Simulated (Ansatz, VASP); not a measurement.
## Zr36Cl (Cl/Zr(0001)): VASP beside Ansatz

Wanted: the spread between two codes on one cell, functional and k mesh. Of the first pair: The structure shown is the start of the Ansatz relaxation below; VASP solves that cell, so the two are compared at the walk's first step.

Program: Ansatz 0.2.0. Level of theory: plane waves, with VASP 6.6.1 beside it; single point at PBE. Results are calculated unless marked as measured.

## (1) Set-up

The cell holds 37 atoms: 36 Zr and 1 Cl. Cell: a = 9.690 Å, b = 9.690 Å, c = 27.844 Å, α = 90.0°, β = 90.0°, γ = 60.0°. Vacuum lies along c.

## (2) Ansatz: relaxation, PBE

Ansatz runs on its default PAW (the set named soft_2) files.

The two programs are compared at the cell with which this relaxation starts, whose forces are those of its first step.

Input file input.yaml:

```yaml
crystal:
  lattice:
    - [9.69, 0.0, 0.0]
    - [4.845, 8.3917861626, 0.0]
    - [0.0, 0.0, 27.8439072714]
  atoms:
    - { symbol: Zr, position: [0.2222222222, 0.2222222222, 0.3232304975] }
    - { symbol: Zr, position: [0.0, 0.0, 0.4156275514] }
    - { symbol: Zr, position: [0.2222222222, 0.2222222222, 0.5116005758] }
    - { symbol: Zr, position: [0.0, 0.0, 0.5992195745] }
    - { symbol: Zr, position: [0.2222222222, 0.5555555556, 0.3232304975] }
    - { symbol: Zr, position: [0.0, 0.3333333333, 0.4156275514] }
    - { symbol: Zr, position: [0.2222222222, 0.5555555556, 0.5116005758] }
    - { symbol: Zr, position: [0.0, 0.3333333333, 0.5992195745] }
    - { symbol: Zr, position: [0.2222222222, 0.8888888889, 0.3232304975] }
    - { symbol: Zr, position: [0.0, 0.6666666667, 0.4156275514] }
    - { symbol: Zr, position: [0.2222222222, 0.8888888889, 0.5116005758] }
    - { symbol: Zr, position: [0.0, 0.6666666667, 0.5992195745] }
    - { symbol: Zr, position: [0.5555555556, 0.2222222222, 0.3232304975] }
    - { symbol: Zr, position: [0.3333333333, 0.0, 0.4156275514] }
    - { symbol: Zr, position: [0.5555555556, 0.2222222222, 0.5116005758] }
    - { symbol: Zr, position: [0.3333333333, 0.0, 0.5992195745] }
    - { symbol: Zr, position: [0.5555555556, 0.5555555556, 0.3232304975] }
    - { symbol: Zr, position: [0.3333333333, 0.3333333333, 0.4156275514] }
    - { symbol: Zr, position: [0.5555555556, 0.5555555556, 0.5116005758] }
    - { symbol: Zr, position: [0.3333333333, 0.3333333333, 0.5992195745] }
    - { symbol: Zr, position: [0.5555555556, 0.8888888889, 0.3232304975] }
    - { symbol: Zr, position: [0.3333333333, 0.6666666667, 0.4156275514] }
    - { symbol: Zr, position: [0.5555555556, 0.8888888889, 0.5116005758] }
    - { symbol: Zr, position: [0.3333333333, 0.6666666667, 0.5992195745] }
    - { symbol: Zr, position: [0.8888888889, 0.2222222222, 0.3232304975] }
    - { symbol: Zr, position: [0.6666666667, 0.0, 0.4156275514] }
    - { symbol: Zr, position: [0.8888888889, 0.2222222222, 0.5116005758] }
    - { symbol: Zr, position: [0.6666666667, 0.0, 0.5992195745] }
    - { symbol: Zr, position: [0.8888888889, 0.5555555556, 0.3232304975] }
    - { symbol: Zr, position: [0.6666666667, 0.3333333333, 0.4156275514] }
    - { symbol: Zr, position: [0.8888888889, 0.5555555556, 0.5116005758] }
    - { symbol: Zr, position: [0.6666666667, 0.3333333333, 0.5992195745] }
    - { symbol: Zr, position: [0.8888888889, 0.8888888889, 0.3232304975] }
    - { symbol: Zr, position: [0.6666666667, 0.6666666667, 0.4156275514] }
    - { symbol: Zr, position: [0.8888888889, 0.8888888889, 0.5116005758] }
    - { symbol: Zr, position: [0.6666666667, 0.6666666667, 0.5992195745] }
    - { symbol: Cl, position: [0.1111111111, 0.1111111111, 0.6767695025] }
kpoints:
  mp_grid: { grid: [4, 4, 1] }
hamiltonian:
  xc: pbe
scf:
  occupations: { method: fermi_dirac, width: 0.1 }
  convergence: { dr2_threshold: 1.0e-08 }
efield:
  axis: 3
  dipole_correction: true
  ramp_position: 0.97
  ramp_width: 0.06
relax:
  f_tol: 0.02
  max_steps: 60
  constraints:
    - { sites: [0, 1, 4, 5, 8, 9, 12, 13, 16, 17, 20, 21, 24, 25, 28, 29, 32, 33] }
output:
  write_potential: true
  write_density: true
  volumetric_format: npy
```

Started as:

```console
$ ansatz run input.yaml --threads 4 --pin off --max-ram 16384MiB --backend cpu --events-out ev --progress --plain --runs-dir out
```

Numbers of over 12 decimals in the logs are rounded to 6 here.

Output:

```text
Engine: ansatz 0.2.0, aarch64-unknown-linux-gnu
Pseudopotentials: kind: paw
Pseudopotential: Zr, paw, valence charge 12, recommended cutoff 420 eV (normal), Zr.paw.azcp
Pseudopotential: Cl, paw, valence charge 7, recommended cutoff 420 eV (normal), Cl.paw.azcp
Functional definition: PBE
  parameter kappa = 0.804
  parameter beta = 0.066725
  exchange = pbe_x(kappa = kappa, mu = beta*pi^2/3)
  correlation = pbe_c(beta = beta)
Crystal: 37 atoms, lattice volume = 2264.167 Å³
Basis set: ecut = 420 eV, 44313 PW (Γ), exchange–correlation on 144×144×384 points (8 copies of the dense FFT grid, shifted against one another)
Bands: 264, of which v1, the nominal top of the filled ones, is band 220 counted from 1 (219 counted from 0)
Symmetry: 6 space group operations
Space group: P3m1 (ITA 156), of the structure as read, at distance tolerance 1.3e-4 Å
k-points: 4 of 16 (time reversal used)
Non-local potential: Zr, projectors of the file, l = 0: 3, l = 1: 2, l = 2: 2, l = 3: 2
Non-local potential: Cl, projectors of the file, l = 0: 2, l = 1: 2, l = 2: 2
PAW form: soft (Blöchl's): semilocal exchange-correlation on the pseudo side does not see the compensation charge
PAW one-centre angular grid: Zr, 590 points (default); XC on 64 Gauss nodes
PAW one-centre angular grid: Cl, 110 points (default); XC on 64 Gauss nodes
Initial density: superposition of atomic densities (neutral atoms: chi_scale 0, normalization atom), corrected by the library's trained network
Initial wavefunctions: pseudopotential atomic-orbital guess
Functional: x = pbe(κ = 0.804, μ = 0.219515), c = pbe(β = 0.066725)
SCF iter   1: F=—  HF=-151685.128990 eV  |F-HF|=—  |Δ(HF+E_count)|=         —  Δρ=5.13e-3  dr2=8.57e0  ethr=1.77e-3  p=-0.018 e·Å  D=-1.46e-3 V/Å  ΔV_dip=0.04 eV  dr2_dipole=9.76e-1  V_vac-E_F(+/−)=4.13/4.09 eV  ⟨swp⟩=10.0  Hψ=5133  notcnv=0
efield: sawtooth ramp at fractional position 0.9700 (set: `efield.ramp_position`, or a place that a band, a saddle search or an elastic batch's reference lends), width 0.0600; the density the first Hamiltonian is built on has a dipole p = -0.018 e·Å; the dipole correction subtracts the counter field D = -1.46e-3 V/Å, which shifts the + side's vacuum level by +0.04 eV against the − side's; the planar-averaged density in the ramp window peaks in size at 2.7e-5 e/Å³
preconditioner: auto → LDOS  [metal: Δε(μ)=0.028 eV  Ē_g=2.390 eV  σ=0.100 eV  W_gap=0.07  n_scr=348 (ndim 8)  ℏωp=9.5 eV  f_vac=0.549  D(μ)=59.81/eV (n_scr^D=420)  β→1.0]
SCF iter   2: F=—  HF=-151684.931211 eV  |F-HF|=—  |Δ(HF+E_count)|=   1.98e-1  Δρ=1.40e-3  dr2=1.54e-1  ethr=1.77e-3  p=-0.041 e·Å  D=-3.27e-3 V/Å  ΔV_dip=0.09 eV  dr2_dipole=3.67e-4  V_vac-E_F(+/−)=4.24/4.15 eV  ⟨swp⟩=1.2  Hψ=1218  notcnv=0
SCF iter   3: F=—  HF=-151684.940513 eV  |F-HF|=—  |Δ(HF+E_count)|=   9.30e-3  Δρ=4.08e-4  dr2=1.14e-2  ethr=3.51e-5  p=-0.032 e·Å  D=-2.56e-3 V/Å  ΔV_dip=0.07 eV  dr2_dipole=1.64e-6  V_vac-E_F(+/−)=4.25/4.18 eV  ⟨swp⟩=3.2  Hψ=1369  notcnv=0
SCF iter   4: F=—  HF=-151684.941544 eV  |F-HF|=—  |Δ(HF+E_count)|=   1.03e-3  Δρ=1.47e-4  dr2=1.19e-3  ethr=2.59e-6  p=-0.033 e·Å  D=-2.67e-3 V/Å  ΔV_dip=0.07 eV  dr2_dipole=8.67e-6  V_vac-E_F(+/−)=4.25/4.17 eV  ⟨swp⟩=4.0  Hψ=1596  notcnv=0
SCF iter   5: F=—  HF=-151684.941777 eV  |F-HF|=—  |Δ(HF+E_count)|=   2.32e-4  Δρ=6.24e-5  dr2=1.57e-4  ethr=2.71e-7  p=-0.031 e·Å  D=-2.48e-3 V/Å  ΔV_dip=0.07 eV  dr2_dipole=7.47e-7  V_vac-E_F(+/−)=4.25/4.18 eV  ⟨swp⟩=4.0  Hψ=1628  notcnv=0
SCF iter   6: F=—  HF=-151684.941839 eV  |F-HF|=—  |Δ(HF+E_count)|=   6.25e-5  Δρ=1.84e-5  dr2=1.70e-5  ethr=3.58e-8  p=-0.031 e·Å  D=-2.45e-3 V/Å  ΔV_dip=0.07 eV  dr2_dipole=2.26e-7  V_vac-E_F(+/−)=4.25/4.18 eV  ⟨swp⟩=4.0  Hψ=1611  notcnv=0
SCF iter   7: F=—  HF=-151684.942027 eV  |F-HF|=—  |Δ(HF+E_count)|=   1.88e-4  Δρ=5.74e-6  dr2=1.71e-6  ethr=3.87e-9  p=-0.030 e·Å  D=-2.41e-3 V/Å  ΔV_dip=0.07 eV  dr2_dipole=1.56e-8  V_vac-E_F(+/−)=4.25/4.18 eV  ⟨swp⟩=3.5  Hψ=1609  notcnv=0
SCF iter   8: F=—  HF=-151684.942029 eV  |F-HF|=—  |Δ(HF+E_count)|=   1.70e-6  Δρ=1.77e-6  dr2=2.52e-7  ethr=3.91e-10  p=-0.030 e·Å  D=-2.40e-3 V/Å  ΔV_dip=0.07 eV  dr2_dipole=3.15e-8  V_vac-E_F(+/−)=4.25/4.18 eV  ⟨swp⟩=4.5  Hψ=1961  notcnv=0
SCF iter   9: F=—  HF=-151684.942029 eV  |F-HF|=—  |Δ(HF+E_count)|=   3.00e-7  Δρ=6.16e-7  dr2=2.12e-8  ethr=5.73e-11  p=-0.030 e·Å  D=-2.39e-3 V/Å  ΔV_dip=0.07 eV  dr2_dipole=3.87e-10  V_vac-E_F(+/−)=4.24/4.18 eV  ⟨swp⟩=5.2  Hψ=2184  notcnv=0
SCF iter  10: F=-151684.942029 eV  HF=-151684.942029 eV  |F-HF|=4.13e-9  |Δ(HF+E_count)|=   7.68e-8  Δρ=2.35e-7  dr2=3.50e-9  ethr=2.28e-12  p=-0.030 e·Å  D=-2.39e-3 V/Å  ΔV_dip=0.07 eV  dr2_dipole=4.07e-11  V_vac-E_F(+/−)=4.24/4.18 eV  ⟨swp⟩=12.0  Hψ=9126  notcnv=0
SCF 1 converged in 10 iterations: F = -151684.942029 eV  dr2 = 3.50e-9
[...]
k-point 2: bands = [... 216 lower, 2.6695, 2.6717, 2.7378, 2.7917, 2.7918, 2.8161, 2.8179, 2.8649, ... 40 higher]
  k-point 3: bands = [... 216 lower, 2.6032, 2.6608, 2.6991, 2.7278, 2.7738, 2.7963, 2.8034, 2.8323, ... 40 higher]
--- Relaxed structure (5 steps of the walk, 5 accepted, 0 SCFs on fresh bases) ---
  F+E_penalty+E_count = -151685.24477698 eV   max|allowed force component| = 1.417e-2 eV/Å
  atoms:
    - { symbol: Zr, position: [0.222222, 0.222222, 0.323230] }
    - { symbol: Zr, position: [1.1111101403313757e-11, 1.1111101403313758e-11, 0.4156275514] }
    - { symbol: Zr, position: [0.221439, 0.221439, 0.513629] }
    - { symbol: Zr, position: [-0.00604678, -0.00604678, 0.600680] }
    - { symbol: Zr, position: [0.222222, 0.555556, 0.323230] }
    - { symbol: Zr, position: [1.1111112030448567e-11, 0.333333, 0.4156275514] }
    - { symbol: Zr, position: [0.220005, 0.556664, 0.511194] }
    - { symbol: Zr, position: [-0.00604678, 0.345427, 0.600680] }
    - { symbol: Zr, position: [0.222222, 0.888889, 0.323230] }
    - { symbol: Zr, position: [-2.2222224060897133e-11, 0.666667, 0.4156275514] }
    - { symbol: Zr, position: [0.221439, 0.890456, 0.513629] }
    - { symbol: Zr, position: [-0.00202408, 0.667679, 0.598886] }
    - { symbol: Zr, position: [0.555556, 0.222222, 0.323230] }
    - { symbol: Zr, position: [0.333333, 1.1111101403313758e-11, 0.4156275514] }
    - { symbol: Zr, position: [0.556664, 0.220005, 0.511194] }
    - { symbol: Zr, position: [0.345427, -0.00604678, 0.600680] }
    - { symbol: Zr, position: [0.555556, 0.555556, 0.323230] }
    - { symbol: Zr, position: [0.333333, 0.333333, 0.4156275514] }
    - { symbol: Zr, position: [0.556664, 0.556664, 0.511194] }
    - { symbol: Zr, position: [0.336281, 0.336281, 0.599200] }
    - { symbol: Zr, position: [0.555556, 0.888889, 0.323230] }
    - { symbol: Zr, position: [0.333333, 0.666667, 0.4156275514] }
    - { symbol: Zr, position: [0.556596, 0.888368, 0.510079] }
    - { symbol: Zr, position: [0.336281, 0.660772, 0.599200] }
[...]
- { symbol: Zr, position: [0.888889, 0.555556, 0.323230] }
    - { symbol: Zr, position: [0.666667, 0.333333, 0.4156275514] }
    - { symbol: Zr, position: [0.888368, 0.556596, 0.510079] }
    - { symbol: Zr, position: [0.660772, 0.336281, 0.599200] }
    - { symbol: Zr, position: [0.888889, 0.888889, 0.323230] }
    - { symbol: Zr, position: [0.666667, 0.666667, 0.4156275514] }
    - { symbol: Zr, position: [0.888368, 0.888368, 0.510079] }
    - { symbol: Zr, position: [0.667679, 0.667679, 0.598886] }
    - { symbol: Cl, position: [0.111111, 0.111111, 0.665343] }
```

The column dr2 measures how far the density is from self-consistency, as an energy; F and HF (Harris–Foulkes) agree once it is small.

## (3) VASP: single point, PBE, start cell, pair 1

The same cell, functional, mesh and smearing now go to VASP, with its own data sets.

Lines of VASP's logs that name or quote its potential files are left out, and so is its time.

Input file INCAR:

```
SYSTEM = Zr36Cl
PREC = Accurate
ENCUT = 400
EDIFF = 1E-06
NELM = 120
ISMEAR = -1
SIGMA = 0.1
LREAL = Auto
ALGO = Normal
GGA = PE
NBANDS = 256
LASPH = .TRUE.
LORBIT = 11
LWAVE = .FALSE.
LCHARG = .FALSE.
ISIF = 2
LDIPOL = .TRUE.
IDIPOL = 3
DIPOL = 0.5 0.5 0.468
LVHAR = .TRUE.
GGA_COMPAT = .FALSE.
NELMDL = -8
KPAR = 4
```

Input file POSCAR:

```
Zr36Cl
1.0
    9.6900000000      0.0000000000      0.0000000000
    4.8450000000      8.3917861626      0.0000000000
    0.0000000000      0.0000000000     27.8439072714
Zr Cl
36 1
Direct
    0.2222222056      0.2222222620      0.3232304975
    0.9999999823      0.0000000387      0.4156275514
    0.2222222056      0.2222222620      0.5116005761
    0.9999999823      0.0000000387      0.5992195649
    0.2222222056      0.5555555921      0.3232304975
    0.9999999823      0.3333333688      0.4156275514
    0.2222222056      0.5555555921      0.5116005761
    0.9999999823      0.3333333688      0.5992195649
    0.2222222056      0.8888889222      0.3232304975
    0.9999999855      0.6666667021      0.4156275514
    0.2222222056      0.8888889222      0.5116005761
    0.9999999855      0.6666667021      0.5992195649
    0.5555555357      0.2222222620      0.3232304975
    0.3333333124      0.0000000387      0.4156275514
    0.5555555357      0.2222222620      0.5116005761
    0.3333333124      0.0000000387      0.5992195649
    0.5555555357      0.5555555921      0.3232304975
    0.3333333156      0.3333333720      0.4156275514
    0.5555555357      0.5555555921      0.5116005761
    0.3333333156      0.3333333720      0.5992195649
    0.5555555389      0.8888889254      0.3232304975
    0.3333333156      0.6666667021      0.4156275514
    0.5555555389      0.8888889254      0.5116005761
    0.3333333156      0.6666667021      0.5992195649
    0.8888888658      0.2222222620      0.3232304975
    0.6666666457      0.0000000419      0.4156275514
    0.8888888658      0.2222222620      0.5116005761
    0.6666666457      0.0000000419      0.5992195649
    0.8888888690      0.5555555953      0.3232304975
    0.6666666457      0.3333333720      0.4156275514
    0.8888888690      0.5555555953      0.5116005761
    0.6666666457      0.3333333720      0.5992195649
    0.8888888690      0.8888889254      0.3232304975
    0.6666666457      0.6666667021      0.4156275514
    0.8888888690      0.8888889254      0.5116005761
    0.6666666457      0.6666667021      0.5992195649
    0.1111110923      0.1111111487      0.6767694927
```

Input file KPOINTS:

```
Automatic mesh
0
Gamma
4 4 1
0 0 0
```

Potentials, in the order of the species: Zr_sv and Cl (PBE family, release 64).

Started as:

```console
$ mpirun -np 4 vasp_std
```

Output:

```text
[banner, memory and clock lines left out]
running    4 mpi-ranks, on    1 nodes
[...]
LDA part: xc-table for (Slater+PW92), standard interpolation
 POSCAR, INCAR and KPOINTS ok, starting setup
[...]
entering main loop
       N       E                     dE             d eps       ncg     rms          rms(c)
DAV:   1     0.416378516945E+04    0.41638E+04   -0.20272E+05  2576   0.125E+03
DAV:   2     0.157183918473E+03   -0.40066E+04   -0.39270E+04  2344   0.417E+02
DAV:   3    -0.244936888143E+03   -0.40212E+03   -0.39171E+03  3224   0.889E+01
DAV:   4    -0.312475109418E+03   -0.67538E+02   -0.66600E+02  3768   0.346E+01
[...]
DAV:  42    -0.295976498136E+03   -0.17476E-05   -0.17996E-06  1224   0.253E-04    0.148E-04
DAV:  43    -0.295976499744E+03   -0.16083E-05   -0.15638E-06  1224   0.209E-04    0.132E-04
DAV:  44    -0.295976500389E+03   -0.64513E-06   -0.13551E-06  1216   0.152E-04
   1 F= -.29597650E+03 E0= -.29499899E+03  d E =-.195502E+01
```

OUTCAR, selected parts (step 3):

```text
  Total      -15.0565275    -15.0565275    -13.2759421      0.0000000      0.0000000      0.0000000
  in kB      -10.6543519    -10.6543519     -9.3943680      0.0000000      0.0000000      0.0000000
  external PRESSURE =     -10.2343573 kB  Pullay stress =       0.0000000 kB

 POSITION                                       TOTAL-FORCE (eV/Angst)
 -----------------------------------------------------------------------------------
      3.23000      1.86484      9.00000         0.007074      0.004084      0.437774
      9.69000      0.00000     11.57270         0.006424      0.003709     -0.422378
      3.23000      1.86484     14.24496        -0.007482     -0.004320     -0.009667
      9.69000      0.00000     16.68461        -0.194969     -0.112566      0.631351
      4.84500      4.66210      9.00000        -0.010521      0.006074      0.451090
     11.30500      2.79726     11.57270         0.000000     -0.007418     -0.422378
      4.84500      4.66210     14.24496        -0.025369      0.014647     -0.000783
     11.30500      2.79726     16.68461        -0.000000      0.225131      0.631351
      6.46000      7.45937      9.00000        -0.000000     -0.008169      0.437774
     12.92000      5.59452     11.57270         0.021441     -0.012379     -0.462696
      6.46000      7.45937     14.24496         0.000000      0.008640     -0.009667
     12.92000      5.59452     16.68461        -0.023739      0.013706     -0.028591
      6.46000      1.86484      9.00000         0.000000     -0.012149      0.451090
      3.23000      0.00000     11.57270        -0.006424      0.003709     -0.422378
[...]
-----------------------------------------------------------------------------------
    total drift:                               -0.000019     -0.020756     -0.002629

  FREE ENERGIE OF THE ION-ELECTRON SYSTEM (eV)
  ---------------------------------------------------
  free  energy   TOTEN  =      -295.9765003892 eV

  energy  without entropy=     -294.0214761086  energy(sigma->0) =     -294.99898825

[... 3 further parts left out ...]
[key lines of the parts left out:]
E-fermi :   0.8599
```

This run has no spin polarisation. Its electron count is odd, so without a moment it is a metal by construction.

## (4) Side by side

Known differences besides the potentials themselves: the cutoff is 420 eV in Ansatz and 400 eV in VASP (PREC = Accurate, projectors in real space). Total energies have different zeros and are not compared.

Forces on 10 of the 37 atoms, those with the largest forces and the largest differences (eV/Å; atoms numbered as in POSCAR):

```
atom          Ansatz x, y, z            VASP x, y, z
 Zr4   -0.194, -0.112, 0.628   -0.195, -0.113, 0.631
 Zr8     0.000, 0.224, 0.628     0.000, 0.225, 0.631
Zr10   0.021, -0.012, -0.462   0.021, -0.012, -0.463
Zr12   -0.024, 0.014, -0.033   -0.024, 0.014, -0.029
Zr16    0.194, -0.112, 0.628    0.195, -0.113, 0.631
Zr26    0.000, 0.025, -0.462    0.000, 0.025, -0.463
Zr28   0.000, -0.027, -0.033   0.000, -0.027, -0.029
Zr34  -0.021, -0.012, -0.462  -0.021, -0.012, -0.463
Zr36    0.024, 0.014, -0.033    0.024, 0.014, -0.029
Cl37    0.000, 0.000, -1.175    0.000, 0.000, -1.172
```

The forces differ by 1.5 meV/Å r.m.s., which is 0.6 % of the r.m.s. force of 0.241 eV/Å (both taken over all components). With vacuum in the cell, a pressure given here is an average over mostly empty space and none of the material.

## (5) Ansatz: relaxation, PBE

This run makes the geometry at which the two programs are then compared.

The structure compared here is the end of the Ansatz relaxation.

input.yaml is that of step 2.

Started as:

```console
$ ansatz run input.yaml --threads 4 --pin off --max-ram 16384MiB --backend cpu --events-out ev --progress --plain --runs-dir out
```

Output:

```text
[...]
Crystal: 37 atoms, lattice volume = 2264.167 Å³
Basis set: ecut = 420 eV, 44313 PW (Γ), exchange–correlation on 144×144×384 points (8 copies of the dense FFT grid, shifted against one another)
Bands: 264, of which v1, the nominal top of the filled ones, is band 220 counted from 1 (219 counted from 0)
Symmetry: 6 space group operations
[...]
k-points: 4 of 16 (time reversal used)
[...]
- { symbol: Zr, position: [0.222222, 0.555556, 0.323230] }
    - { symbol: Zr, position: [1.1111112030448567e-11, 0.333333, 0.4156275514] }
    - { symbol: Zr, position: [0.220005, 0.556664, 0.511194] }
    - { symbol: Zr, position: [-0.00604678, 0.345427, 0.600680] }
    - { symbol: Zr, position: [0.222222, 0.888889, 0.323230] }
[...]
- { symbol: Zr, position: [0.888889, 0.888889, 0.323230] }
    - { symbol: Zr, position: [0.666667, 0.666667, 0.4156275514] }
    - { symbol: Zr, position: [0.888368, 0.888368, 0.510079] }
    - { symbol: Zr, position: [0.667679, 0.667679, 0.598886] }
    - { symbol: Cl, position: [0.111111, 0.111111, 0.665343] }
```

(Part 1 of 2 ends here.)

[Lines on the potential files, build, host, timing and source positions are cut from VASP's logs without a mark.]

[Logs are printed without paths, hosts, clocks, repeated set-up lines and the standing remarks that a program may print on its own settings, such as how far it seeks lower states.]

[Hosts, paths, dates, database ids (printed as entryN), source tags and the programs' standing remarks are cut or masked in the printed files.]
